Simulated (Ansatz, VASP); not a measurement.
## LiMgF3 in two plane-wave programs

Wanted: the spread between two codes on one cell, functional and k mesh. The cell is generated by rule, not measured, and may not be a known phase. The cell is taken from a series of runs on this material, whose earlier steps may have relaxed, scaled, displaced or heated it; both programs get it as it stands.

Method: plane waves, with VASP 6.6.1 beside it; zone-centre phonons at PBEsol, in Ansatz 0.2.0.

The structure was built from a prototype and need not be the compound's stable phase.

## (1) The structure

The structure is trigonal, space group R3m (No. 160). The conventional cell has a = 5.479 Å, b = 5.479 Å, c = 7.051 Å, α = 90.00°, β = 90.00°, γ = 120.00°. Li has 3 F at 1.91 Å nearest. Nearest to Mg lie 6 F at 1.94 to 2.03 Å. Nearest to F lie 1 Li at 1.91 Å and 2 Mg at 1.94 to 2.03 Å. Farther neighbours and most contacts between anions are not listed.

Structure file:

```cif
data_structure
_symmetry_space_group_name_H-M 'P 1'
_symmetry_Int_Tables_number 1
_cell_length_a 3.9409
_cell_length_b 3.9409
_cell_length_c 3.9409
_cell_angle_alpha 88.080
_cell_angle_beta 88.080
_cell_angle_gamma 88.080
_cell_volume 61.11
loop_
_atom_site_label
_atom_site_type_symbol
_atom_site_fract_x
_atom_site_fract_y
_atom_site_fract_z
_atom_site_occupancy
Li1 Li 0.13689 0.13689 0.13689 1
Mg2 Mg 0.50041 0.50041 0.50041 1
F3 F 0.46352 0.99168 0.46352 1
F4 F 0.99168 0.46352 0.46352 1
F5 F 0.46352 0.46352 0.99168 1
```

## (2) VASP: zone-centre phonons, PBEsol

Second derivatives magnify differences that forces hide, and they need a tight electronic threshold.

Lines of VASP's logs that name or quote its potential files are left out, and so is its time.

File INCAR:

```
SYSTEM = LiMgF3
PREC = Accurate
ENCUT = 750
EDIFF = 1E-08
NELM = 120
ISMEAR = 0
SIGMA = 0.01
LREAL = .FALSE.
ALGO = Normal
GGA = PS
NBANDS = 19
LORBIT = 11
LWAVE = .FALSE.
LCHARG = .FALSE.
ISIF = 2
IBRION = 8
LEPSILON = .TRUE.
LASPH = .TRUE.
GGA_COMPAT = .FALSE.
EFERMI = MIDGAP
KPAR = 2
```

File POSCAR:

```
LiMgF3
1.0
    2.7395749918      1.5816943590      2.3502848342
   -2.7395749918      1.5816943590      2.3502848342
    0.0000000000     -3.1633887180      2.3502848342
Li Mg F
1 1 3
Direct
    0.1368885733      0.1368885733      0.1368885733
    0.5004068269      0.5004068269      0.5004068269
    0.4635210134      0.9916755627      0.4635210134
    0.9916755627      0.4635210134      0.4635210134
    0.4635210134      0.4635210134      0.9916755627
```

File KPOINTS:

```
Automatic mesh
0
Gamma
6 6 6
0 0 0
```

PAW data sets: Li_sv, Mg and F (PBE family, release 64).

Run with:

```
mpirun -np 2 vasp_std
```

Numbers of over 12 decimals in the logs are rounded to 6 here.

The program printed:

```text
[banner, memory and clock lines left out]
running    2 mpi-ranks, on    1 nodes
 distrk:  each k-point on    1 cores,    2 groups
 distr:  one band on    1 cores,    1 groups

 POSCAR found type information on POSCAR LiMgF
 POSCAR found :  3 types and       5 ions
|                                                                             |
|               ----> ADVICE to this user running VASP <----                  |
|                                                                             |
|     You enforced a specific xc type in the INCAR file but a different       |
|     [... a line on the potential file left out ...]
|     I HOPE YOU KNOW WHAT YOU ARE DOING!                                     |
|                                                                             |

 LDA part: xc-table for (Slater+PW92), standard interpolation
 POSCAR, INCAR and KPOINTS ok, starting setup
 FFT: planning ... GRIDC
 FFT: planning ... GRID_SOFT
 FFT: planning ... GRID
 WAVECAR not read
 entering main loop
       N       E                     dE             d eps       ncg     rms          rms(c)
DAV:   1     0.202638451155E+03    0.20264E+03   -0.17180E+04  1216   0.175E+03
DAV:   2    -0.136241090137E+02   -0.21626E+03   -0.21152E+03  1457   0.359E+02
DAV:   3    -0.266375807678E+02   -0.13013E+02   -0.12957E+02  1745   0.840E+01
DAV:   4    -0.275025838946E+02   -0.86500E+00   -0.86348E+00  1984   0.128E+01
DAV:   5    -0.275107983137E+02   -0.82144E-02   -0.82142E-02  1523   0.155E+00    0.815E+00
DAV:   6    -0.255509730265E+02    0.19598E+01   -0.70962E+00  1393   0.193E+01    0.279E+00
DAV:   7    -0.255070830171E+02    0.43890E-01   -0.13481E-01  1462   0.264E+00    0.173E+00
DAV:   8    -0.255099705394E+02   -0.28875E-02   -0.88524E-02  1382   0.314E+00    0.307E-01
DAV:   9    -0.255139572263E+02   -0.39867E-02   -0.18270E-02  1486   0.992E-01    0.171E-01
DAV:  10    -0.255155477888E+02   -0.15906E-02   -0.24210E-03  1270   0.383E-01    0.700E-02
DAV:  11    -0.255155664500E+02   -0.18661E-04   -0.38569E-04  1636   0.159E-01    0.163E-02
DAV:  12    -0.255155898771E+02   -0.23427E-04   -0.31349E-05  1303   0.432E-02    0.599E-03
DAV:  13    -0.255155899325E+02   -0.55386E-07   -0.45820E-06  1732   0.157E-02    0.185E-03
DAV:  14    -0.255155902284E+02   -0.29591E-06   -0.62369E-07  1327   0.643E-03    0.541E-04
DAV:  15    -0.255155902275E+02    0.89040E-09   -0.37389E-08  1563   0.162E-03
   1 F= -.25515590E+02 E0= -.25515590E+02  d E =0.000000E+00
 Linear response reoptimize wavefunctions to high precision
DAV:   1    -0.255155902453E+02   -0.17775E-07   -0.28388E-09  1304   0.470E-04
DAV:   2    -0.255155902453E+02   -0.32742E-10   -0.10380E-10  1154   0.888E-05
 Linear response G [H, r] |phi>, progress :
  Direction:   1
       N       E                     dE             d eps       ncg     rms
RMM:   1    -0.927964081435E+02   -0.92796E+02    0.18894E+02  2033   0.183E+02
RMM:   2    -0.888415519044E+02    0.39549E+01   -0.20659E+01  2517   0.291E+01
RMM:   3    -0.889822149038E+02   -0.14066E+00   -0.24286E+00  2907   0.788E+00
RMM:   4    -0.890686682777E+02   -0.86453E-01   -0.44789E-01  2961   0.328E+00
RMM:   5    -0.890877754722E+02   -0.19107E-01   -0.68381E-02  2988   0.130E+00
RMM:   6    -0.890905729281E+02   -0.27975E-02   -0.98096E-03  3025   0.554E-01
RMM:   7    -0.890912096958E+02   -0.63677E-03   -0.14942E-03  2988   0.187E-01
RMM:   8    -0.890912862937E+02   -0.76598E-04    0.39342E-03  3017   0.784E-02
RMM:   9    -0.890913294383E+02   -0.43145E-04   -0.26811E-03  3119   0.337E-02
RMM:  10    -0.890913334005E+02   -0.39622E-05   -0.13098E-03  3129   0.159E-02
RMM:  11    -0.890913446412E+02   -0.11241E-04   -0.58703E-04  3138   0.795E-03
RMM:  12    -0.890913418018E+02    0.28394E-05    0.27857E-05  3117   0.440E-03
RMM:  13    -0.890913438030E+02   -0.20011E-05    0.38431E-04  3074   0.281E-03
RMM:  14    -0.890913433459E+02    0.45708E-06    0.36509E-04  3020   0.207E-03
RMM:  15    -0.890913436146E+02   -0.26870E-06    0.45475E-04  2964   0.171E-03
RMM:  16    -0.890913434584E+02    0.15624E-06    0.53641E-04  2811   0.154E-03
RMM:  17    -0.890913435696E+02   -0.11120E-06    0.48759E-04  2581   0.146E-03
RMM:  18    -0.890913435378E+02    0.31777E-07    0.51693E-04  2373   0.143E-03
RMM:  19    -0.890913436146E+02   -0.76802E-07    0.52084E-04  2227   0.141E-03
 Linear response G [H, r] |phi>, progress :
  Direction:   2
       N       E                     dE             d eps       ncg     rms
RMM:   1    -0.952515760594E+02   -0.95252E+02    0.18743E+02  2016   0.186E+02
RMM:   2    -0.908866050959E+02    0.43650E+01   -0.19397E+01  2494   0.287E+01
RMM:   3    -0.910479925228E+02   -0.16139E+00   -0.27300E+00  2874   0.806E+00
RMM:   4    -0.911321004443E+02   -0.84108E-01   -0.55738E-01  2966   0.334E+00
[...]
RMM:  10    -0.161862345136E+00    0.25341E-05   -0.31019E-05 11173   0.170E-02    0.253E-04
RMM:  11    -0.161865756513E+00   -0.34114E-05   -0.31447E-05 10747   0.143E-02    0.183E-04
RMM:  12    -0.161870368925E+00   -0.46124E-05   -0.36743E-05 10559   0.124E-02    0.130E-04
RMM:  13    -0.161874159175E+00   -0.37902E-05   -0.39433E-05  9968   0.109E-02    0.155E-05
RMM:  14    -0.161874795513E+00   -0.63634E-06   -0.41305E-05 11082   0.949E-03    0.815E-05
[...]
RMM:  18    -0.162232847444E+00   -0.21416E-06   -0.63968E-08  2477   0.637E-05    0.759E-06
RMM:  19    -0.162232766558E+00    0.80886E-07   -0.36250E-08  2658   0.402E-05    0.293E-06
RMM:  20    -0.162232811568E+00   -0.45010E-07   -0.14626E-08  2609   0.322E-05    0.323E-06
RMM:  21    -0.162232766888E+00    0.44680E-07   -0.11952E-08  2580   0.314E-05    0.112E-06
RMM:  22    -0.162232771338E+00   -0.44502E-08   -0.85150E-09  2534   0.290E-05    0.131E-06
 first order change of Fermi-energy  -0.14159E+00
 force on displaced ion       1 direction 3 :   0.000  -0.000  -4.012
 Born effective charge ion    1 direction 3 :   0.000   0.000   1.021
 Linear response progress:
  Degree of freedom:   3/  6
       N       E                     dE             d eps       ncg     rms          rms(c)
RMM:   1    -0.300730198079E-02   -0.30073E-02    0.11215E-02  9918   0.682E-01
RMM:   2    -0.288868968035E-02    0.11861E-03   -0.25663E-04  8188   0.113E-01    0.450E-02
RMM:   3    -0.283249007750E-02    0.56200E-04   -0.44782E-05  8582   0.436E-02    0.252E-02
RMM:   4    -0.280252580988E-02    0.29964E-04   -0.28618E-05  8404   0.348E-02    0.595E-03
RMM:   5    -0.279554000220E-02    0.69858E-05   -0.21663E-06  8783   0.109E-02    0.212E-03
RMM:   6    -0.278566025541E-02    0.98797E-05   -0.11396E-06  8712   0.738E-03    0.555E-04
RMM:   7    -0.278625789636E-02   -0.59764E-06   -0.25947E-08  9984   0.241E-03    0.239E-04
RMM:   8    -0.278554548264E-02    0.71241E-06    0.44827E-07  9976   0.133E-03    0.757E-05
RMM:   9    -0.278571491783E-02   -0.16944E-06    0.89138E-08 10742   0.555E-04    0.246E-05
RMM:  10    -0.278574807866E-02   -0.33161E-07    0.14350E-07 10839   0.253E-04    0.122E-05
RMM:  11    -0.278575412358E-02   -0.60449E-08    0.17902E-08 11248   0.108E-04    0.542E-06
 first order change of Fermi-energy  -0.21877E-05
 force on displaced ion       2 direction 1 :  -9.960   0.000  -0.000
 Born effective charge ion    2 direction 1 :   1.904  -0.000  -0.000
 Linear response progress:
  Degree of freedom:   4/  6
       N       E                     dE             d eps       ncg     rms          rms(c)
RMM:   1    -0.290888156242E-02   -0.29089E-02    0.11744E-02  2693   0.690E-01
RMM:   2    -0.288183873061E-02    0.27043E-04   -0.16033E-04  2303   0.953E-02    0.431E-02
RMM:   3    -0.283045701958E-02    0.51382E-04   -0.39357E-05  2420   0.396E-02    0.247E-02
RMM:   4    -0.280588736580E-02    0.24570E-04   -0.38662E-05  2337   0.394E-02    0.417E-03
RMM:   5    -0.280008305530E-02    0.58043E-05   -0.33313E-06  2611   0.108E-02    0.200E-03
RMM:   6    -0.279300968139E-02    0.70734E-05   -0.10187E-06  2426   0.670E-03    0.490E-04
RMM:   7    -0.279271490950E-02    0.29477E-06   -0.27935E-07  2787   0.266E-03    0.369E-04
RMM:   8    -0.279259290080E-02    0.12201E-06   -0.42879E-08  2786   0.112E-03    0.214E-04
RMM:   9    -0.279256834394E-02    0.24557E-07   -0.98910E-09  2729   0.501E-04    0.720E-05
RMM:  10    -0.279256432794E-02    0.40160E-08   -0.11798E-08  2850   0.250E-04    0.162E-05
 first order change of Fermi-energy  -0.78318E-01
 force on displaced ion       2 direction 3 :  -0.000  -0.000 -10.672
 Born effective charge ion    2 direction 3 :   0.000   0.000   1.967
 Linear response progress:
  Degree of freedom:   5/  6
       N       E                     dE             d eps       ncg     rms          rms(c)
RMM:   1    -0.542355374495E+00   -0.54236E+00    0.61391E-01  9186   0.466E+00
RMM:   2    -0.534263938747E+00    0.80914E-02   -0.89820E-03  8414   0.756E-01    0.960E-02
RMM:   3    -0.535735443873E+00   -0.14715E-02   -0.10529E-03  9628   0.206E-01    0.532E-02
RMM:   4    -0.537691742189E+00   -0.19563E-02   -0.49868E-04  9194   0.140E-01    0.120E-02
RMM:   5    -0.537767031443E+00   -0.75289E-04   -0.10497E-04 10916   0.547E-02    0.654E-03
RMM:   6    -0.537729019069E+00    0.38012E-04   -0.17818E-05 11003   0.229E-02    0.185E-03
RMM:   7    -0.537721472847E+00    0.75462E-05   -0.22307E-06 11150   0.893E-03    0.817E-04
RMM:   8    -0.537718272568E+00    0.32003E-05    0.36599E-07 11223   0.389E-03    0.371E-04
RMM:   9    -0.537715480739E+00    0.27918E-05    0.14448E-06 11513   0.183E-03    0.710E-05
RMM:  10    -0.537716408565E+00   -0.92783E-06   -0.24940E-07 11819   0.838E-04    0.421E-05
RMM:  11    -0.537716438817E+00   -0.30252E-07    0.49534E-07 11612   0.386E-04    0.222E-05
RMM:  12    -0.537716411484E+00    0.27333E-07    0.16094E-07 11600   0.210E-04    0.798E-06
RMM:  13    -0.537716409376E+00    0.21081E-08   -0.14395E-08 11520   0.127E-04    0.581E-06
 first order change of Fermi-energy  -0.62487E-01
 force on displaced ion       3 direction 1 :  -8.775   3.891   3.196
 Born effective charge ion    3 direction 1 :  -1.072   0.142   0.139
 Linear response progress:
  Degree of freedom:   6/  6
       N       E                     dE             d eps       ncg     rms          rms(c)
RMM:   1    -0.541774542704E+00   -0.54177E+00    0.58365E-01  5460   0.461E+00
RMM:   2    -0.533555591898E+00    0.82190E-02   -0.76547E-03  4989   0.713E-01    0.942E-02
RMM:   3    -0.534987680600E+00   -0.14321E-02   -0.93342E-04  5670   0.193E-01    0.514E-02
RMM:   4    -0.536853549352E+00   -0.18659E-02   -0.45538E-04  5458   0.133E-01    0.116E-02
RMM:   5    -0.536979316958E+00   -0.12577E-03   -0.10630E-04  6462   0.536E-02    0.649E-03
RMM:   6    -0.536937881262E+00    0.41436E-04   -0.18158E-05  6435   0.230E-02    0.161E-03
RMM:   7    -0.536919621684E+00    0.18260E-04   -0.31257E-06  6591   0.925E-03    0.776E-04
RMM:   8    -0.536920101426E+00   -0.47974E-06    0.78991E-07  6641   0.393E-03    0.262E-04
RMM:   9    -0.536918535684E+00    0.15657E-05   -0.19575E-06  6794   0.173E-03    0.731E-05
RMM:  10    -0.536918359913E+00    0.17577E-06   -0.56463E-07  6844   0.781E-04    0.589E-05
RMM:  11    -0.536918566854E+00   -0.20694E-06   -0.26584E-07  6821   0.376E-04    0.111E-05
RMM:  12    -0.536918606162E+00   -0.39308E-07   -0.91172E-08  6862   0.198E-04    0.707E-06
RMM:  13    -0.536918616459E+00   -0.10297E-07   -0.44428E-08  6824   0.116E-04    0.269E-06
RMM:  14    -0.536918594930E+00    0.21529E-07   -0.88295E-08  6778   0.757E-05    0.194E-06
RMM:  15    -0.536918597716E+00   -0.27854E-08    0.68527E-08  6754   0.579E-05    0.158E-06
 first order change of Fermi-energy   0.73366E-01
 force on displaced ion       3 direction 3 :   3.197  -1.846  -5.784
 Born effective charge ion    3 direction 3 :   0.151  -0.087  -0.996
 Born effective charges drift removed
 Linear response finished
```

[end of part 1 of 3]

[Lines on the potential files, build, host, timing and source positions are cut from VASP's logs without a mark.]

[Logs are printed without paths, hosts, clocks, repeated set-up lines and the standing remarks that a program may print on its own settings, such as how far it seeks lower states.]

[Hosts, paths, dates, database ids (printed as entryN), source tags and the programs' standing remarks are cut or masked in the printed files.]
